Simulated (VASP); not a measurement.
Output of a VASP run:

**OSZICAR**
```
       N       E                     dE             d eps       ncg     rms          rms(c)
DAV:   1     0.133774231691E+03    0.13377E+03   -0.11806E+04   370   0.310E+03
DAV:   2     0.575520552843E+01   -0.12802E+03   -0.12625E+03   360   0.411E+02
DAV:   3    -0.952474445650E+01   -0.15280E+02   -0.15212E+02   398   0.123E+02
DAV:   4    -0.991040373231E+01   -0.38566E+00   -0.38518E+00   410   0.228E+01
DAV:   5    -0.991559489976E+01   -0.51912E-02   -0.51902E-02   410   0.252E+00    0.320E+00
DAV:   6    -0.981574325607E+01    0.99852E-01   -0.36752E-02   436   0.252E+00    0.185E+00
DAV:   7    -0.976455669007E+01    0.51187E-01   -0.76482E-02   386   0.273E+00    0.163E-01
DAV:   8    -0.976575374199E+01   -0.11971E-02   -0.80217E-03   396   0.134E+00    0.527E-02
DAV:   9    -0.976592309348E+01   -0.16935E-03   -0.33518E-04   388   0.270E-01    0.130E-02
DAV:  10    -0.976593189010E+01   -0.87966E-05   -0.20061E-05   410   0.520E-02    0.567E-03
DAV:  11    -0.976593389751E+01   -0.20074E-05   -0.22743E-06   292   0.113E-02    0.955E-04
DAV:  12    -0.976593379980E+01    0.97714E-07   -0.34564E-07   202   0.118E-02
   1 F= -.97659338E+01 E0= -.97657810E+01  d E =-.305601E-03
```

**OUTCAR**
```
------------------------ aborting loop because EDIFF is reached ----------------------------------------
  FORCE on cell =-STRESS in cart. coord.  units (eV):
  Direction    XX          YY          ZZ          XY          YZ          ZX
  --------------------------------------------------------------------------------------
  Total       -0.5762461     -0.5762461     -0.5762461      0.0000000      0.0000000      0.0000000
  in kB      -19.9189667    -19.9189667    -19.9189667      0.0000000      0.0000000      0.0000000
  external PRESSURE =     -19.9189667 kB  Pullay stress =       0.0000000 kB
  volume of cell :       46.35
      direct lattice vectors                 reciprocal lattice vectors
     0.000000000  2.851066000  2.851066000    -0.175373001  0.175373001  0.175373001
     2.851066000  0.000000000  2.851066000     0.175373001 -0.175373001  0.175373001
     2.851066000  2.851066000  0.000000000     0.175373001  0.175373001 -0.175373001
 POSITION                                       TOTAL-FORCE (eV/Angst)
 -----------------------------------------------------------------------------------
      0.00000      0.00000      0.00000         0.000000      0.000000      0.000000
      1.42553      1.42553      1.42553        -0.000000     -0.000000     -0.000000
 -----------------------------------------------------------------------------------
    total drift:                               -0.000000      0.000000      0.000000
  FREE ENERGIE OF THE ION-ELECTRON SYSTEM (eV)
  ---------------------------------------------------
  free  energy   TOTEN  =        -9.7659337998 eV

  energy  without entropy=       -9.7656281984  energy(sigma->0) =       -9.76578100
```
(Selected blocks of OUTCAR.)

File POSCAR:
```
Ge
1
    0.0000000000     2.8510660000     2.8510660000
    2.8510660000     0.0000000000     2.8510660000
    2.8510660000     2.8510660000     0.0000000000
Ge
2
Direct
  0.0000000000   0.0000000000   0.0000000000
  0.2500000000   0.2500000000   0.2500000000
```

**Question.** Reconstruct the remaining input files.

**Answer.** One answer among several that fit: the input of the run itself, PBEsol GGA, plane waves, VASP's PBE PAW potentials (set 64).

**INCAR**
```
SYSTEM = Ge
PREC = Accurate
ENCUT = 300
EDIFF = 1E-6
NELM = 100
ALGO = Normal
LREAL = .FALSE.
LASPH = .TRUE.
ISMEAR = -1
SIGMA = 0.01
GGA = PS
LMAXMIX = 4
LWAVE = .FALSE.
LCHARG = .FALSE.
ISIF = 2
```

KPOINTS:
```
Automatic
0
G
 5 5 5
0 0 0
```

POTCAR, in this order: Ge_d (PBE.64 set). Program: vasp_std.

At this cut-off the stress carries a Pulay error, which pulls relaxed volumes low.

The structure is a typed Ge crystal (Fd-3m). The cell was not relaxed at this level. The k-mesh is coarse (spacing up to 0.38 per Å, 2π included), so the numbers may not be converged in it. The run is one of a series of settings (GGA = PS against the base run), some of them coarse on purpose.
